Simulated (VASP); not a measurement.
Method: r2SCAN meta-GGA, VASP's PBE PAW potentials (set 64) (plane waves; VASP).

VASP ran on this input.

**KPOINTS**
```
Automatic
0
G
 5 5 4
0 0 0
```

**INCAR**
```
SYSTEM  =  SiO2
PREC  =  Accurate; ENCUT  =  520; LREAL  =  .FALSE.
LASPH  =  .TRUE.
EDIFF  =  1E-6; NELM  =  100; ALGO  =  Normal
LMIXTAU  =  .TRUE.
ISMEAR  =  0; SIGMA  =  0.05
METAGGA  =  R2SCAN
IBRION  =  2; NSW  =  60; ISIF  =  3
EDIFFG  =  -0.02
LWAVE  =  .FALSE.; LCHARG  =  .FALSE.
```

**POSCAR**
```
SiO2
1
    4.9402458199     0.0000000000     0.0000000000
   -2.4701229099     4.2783785040    -0.0000000000
    0.0000000000     0.0000000000     5.4568818751
Si O
3 6
Direct
  0.5310958357   0.5310958357   0.0000000000
  0.4689041643   0.0000000000   0.3333330000
  1.0000000000   0.4689041643   0.6666670000
  0.2691669450   0.4127004862   0.7845824824
  0.5872995138   0.8564664588   0.1179154824
  0.1435335412   0.7308330550   0.4512494824
  0.4127004862   0.2691669450   0.2154175176
  0.8564664588   0.5872995138   0.8820845176
  0.7308330550   0.1435335412   0.5487505176
```

POTCAR, in this order: Si O (PBE.64 set). Program: vasp_std.

Output of the run:

File OSZICAR:
```
       N       E                     dE             d eps       ncg     rms          rms(c)
DAV:   1     0.285385441513E+03    0.28539E+03   -0.26107E+04   994   0.156E+03
DAV:   2    -0.921876020423E+02   -0.37757E+03   -0.36585E+03  1303   0.345E+02
DAV:   3    -0.112789363966E+03   -0.20602E+02   -0.20522E+02  1156   0.906E+01
DAV:   4    -0.113055273275E+03   -0.26591E+00   -0.26548E+00  1164   0.112E+01
DAV:   5    -0.113060262507E+03   -0.49892E-02   -0.49867E-02  1136   0.150E+00    0.254E+01
DAV:   6    -0.945401433940E+02    0.18520E+02   -0.26946E+01  1116   0.270E+01    0.142E+01
DAV:   7    -0.874403179867E+02    0.70998E+01   -0.15851E+00  1136   0.107E+01    0.496E+00
DAV:   8    -0.948950619903E+02   -0.74547E+01   -0.32867E+00  1101   0.104E+01    0.308E+00
DAV:   9    -0.893347910629E+02    0.55603E+01   -0.15481E+00  1036   0.786E+00    0.689E-01
DAV:  10    -0.892716226387E+02    0.63168E-01   -0.39837E-01  1001   0.535E+00    0.778E-01
DAV:  11    -0.892213863534E+02    0.50236E-01   -0.96924E-03  1141   0.880E-01    0.630E-01
DAV:  12    -0.894336986714E+02   -0.21231E+00   -0.12972E-01  1006   0.311E+00    0.209E-01
DAV:  13    -0.894003999427E+02    0.33299E-01   -0.15754E-02  1141   0.918E-01    0.221E-01
DAV:  14    -0.894096510040E+02   -0.92511E-02   -0.62280E-03  1096   0.617E-01    0.108E-01
DAV:  15    -0.894146159896E+02   -0.49650E-02   -0.17297E-03  1046   0.454E-01    0.449E-02
DAV:  16    -0.894151322571E+02   -0.51627E-03   -0.19385E-04  1126   0.120E-01    0.368E-02
DAV:  17    -0.894153081281E+02   -0.17587E-03   -0.11253E-04  1121   0.709E-02    0.934E-03
DAV:  18    -0.894153812072E+02   -0.73079E-04   -0.82666E-05  1076   0.940E-02    0.107E-02
DAV:  19    -0.894154786824E+02   -0.97475E-04   -0.31225E-05  1086   0.522E-02    0.849E-03
DAV:  20    -0.894154760548E+02    0.26276E-05   -0.13006E-06   738   0.105E-02    0.518E-03
DAV:  21    -0.894154782127E+02   -0.21579E-05   -0.96521E-07   713   0.788E-03    0.175E-03
DAV:  22    -0.894154783345E+02   -0.12184E-06   -0.36613E-07   683   0.528E-03
   1 F= -.89415478E+02 E0= -.89415478E+02  d E =-.894155E+02
       N       E                     dE             d eps       ncg     rms          rms(c)
DAV:   1    -0.896857203987E+02   -0.27024E+00   -0.10136E+01  1076   0.245E+01    0.463E+00
DAV:   2    -0.893965724508E+02    0.28915E+00   -0.10159E+00  1126   0.658E+00    0.108E+00
DAV:   3    -0.893742277762E+02    0.22345E-01   -0.97323E-02   991   0.213E+00    0.402E-01
DAV:   4    -0.893818322367E+02   -0.76045E-02   -0.21632E-02   996   0.148E+00    0.232E-01
DAV:   5    -0.893819061639E+02   -0.73927E-04   -0.85081E-03   991   0.993E-01    0.919E-02
DAV:   6    -0.893800422146E+02    0.18639E-02   -0.77421E-03   996   0.951E-01    0.690E-02
DAV:   7    -0.893888175252E+02   -0.87753E-02   -0.16521E-03  1071   0.429E-01    0.181E-02
DAV:   8    -0.893891972855E+02   -0.37976E-03   -0.31642E-04  1061   0.166E-01    0.987E-03
DAV:   9    -0.893892384470E+02   -0.41162E-04   -0.26804E-05  1116   0.498E-02    0.401E-03
DAV:  10    -0.893892377333E+02    0.71371E-06   -0.33324E-06   982   0.198E-02
   2 F= -.89389238E+02 E0= -.89389238E+02  d E =0.262406E-01
       N       E                     dE             d eps       ncg     rms          rms(c)
DAV:   1    -0.895395518021E+02   -0.15031E+00   -0.37889E+00  1061   0.147E+01    0.278E+00
DAV:   2    -0.894370935761E+02    0.10246E+00   -0.38977E-01  1121   0.406E+00    0.637E-01
DAV:   3    -0.894279471198E+02    0.91465E-02   -0.33114E-02  1041   0.118E+00    0.274E-01
DAV:   4    -0.894316440975E+02   -0.36970E-02   -0.55627E-03   996   0.747E-01    0.169E-01
DAV:   5    -0.894264725874E+02    0.51715E-02   -0.32764E-03   991   0.600E-01    0.630E-02
DAV:   6    -0.894306853347E+02   -0.42127E-02   -0.33130E-03   991   0.622E-01    0.388E-02
DAV:   7    -0.894324901115E+02   -0.18048E-02   -0.47157E-04  1036   0.239E-01    0.126E-02
DAV:   8    -0.894326737097E+02   -0.18360E-03   -0.15976E-04  1031   0.119E-01    0.659E-03
DAV:   9    -0.894326944907E+02   -0.20781E-04   -0.16710E-05  1106   0.393E-02    0.235E-03
DAV:  10    -0.894326989725E+02   -0.44818E-05   -0.68172E-07   703   0.935E-03    0.157E-03
DAV:  11    -0.894326989121E+02    0.60407E-07   -0.39172E-07   673   0.432E-03
   3 F= -.89432699E+02 E0= -.89432699E+02  d E =-.172206E-01
```

### OUTCAR
```
------------------------ aborting loop because EDIFF is reached ----------------------------------------
  FORCE on cell =-STRESS in cart. coord.  units (eV):
  Direction    XX          YY          ZZ          XY          YZ          ZX
  --------------------------------------------------------------------------------------
  Total        0.0411364      0.0411364     -0.1270109      0.0000000      0.0000000      0.0000000
  in kB        0.5793044      0.5793045     -1.7886333      0.0000000      0.0000000      0.0000000
  external PRESSURE =      -0.2100082 kB  Pullay stress =       0.0000000 kB
  volume of cell :      113.77
      direct lattice vectors                 reciprocal lattice vectors
     4.918457810 -0.000000000 -0.000000000     0.203315763  0.117384407 -0.000000000
    -2.459228905  4.259509532  0.000000000     0.000000000  0.234768814 -0.000000000
     0.000000000  0.000000000  5.430523792     0.000000000 -0.000000000  0.184144300
 POSITION                                       TOTAL-FORCE (eV/Angst)
 -----------------------------------------------------------------------------------
      1.30624      2.26247      5.43052         0.000080      0.000138      0.000000
      2.30598     -0.00000      1.81017        -0.000159      0.000000      0.000000
     -1.15299      1.99704      3.62035         0.000080     -0.000138      0.000000
      0.30721      1.76063      4.26231        -0.000880      0.004407      0.003050
      0.78088      3.64525      0.64196        -0.003376     -0.002966      0.003050
     -1.08809      3.11314      2.45214         0.004256     -0.001441      0.003050
      1.37114      1.14637      1.16822         0.004256      0.001441     -0.003050
      2.76644      2.49888      4.78857        -0.000880     -0.004407     -0.003050
      3.24010      0.61426      2.97839        -0.003376      0.002966     -0.003050
 -----------------------------------------------------------------------------------
    total drift:                                0.002762     -0.001254      0.000001
  FREE ENERGIE OF THE ION-ELECTRON SYSTEM (eV)
  ---------------------------------------------------
  free  energy   TOTEN  =       -89.4326989121 eV

  energy  without entropy=      -89.4326989121  energy(sigma->0) =      -89.43269891

 reached required accuracy - stopping structural energy minimisation
```
(Selected blocks of OUTCAR.)

CONTCAR:
```
SiO2
   1.00000000000000
     4.9184578100058971   -0.0000000000002546   -0.0000000000000000
    -2.4592289049533895    4.2595095323061694    0.0000000000000000
     0.0000000000000000    0.0000000000000000    5.4305237923725329
  Si              O
     3     6
Direct
     0.5311571760869612    0.5311571760869284    1.0000000000000000
     0.4688428239130059    0.0000000000000000    0.3333330000000032
     0.0000000000000329    0.4688428239130716    0.6666669999999968
     0.2691315199176617    0.4133400607622851    0.7848798033470110
     0.5866599392373917    0.8557914591557572    0.1182128033470143
     0.1442085408449467    0.7308684800819577    0.4515468033470149
     0.4133400607629889    0.2691315199180420    0.2151201966529890
     0.8557914591553768    0.5866599392377151    0.8817871966529858
     0.7308684800816343    0.1442085408442429    0.5484531966529851
```

The structure comes from a computed database's SiO2 entry (P3_121); how it stands against other phases isn't given here. This run relaxes it. Symmetry was kept, so distortions that lower it aren't found. The start is the result of an earlier pass.
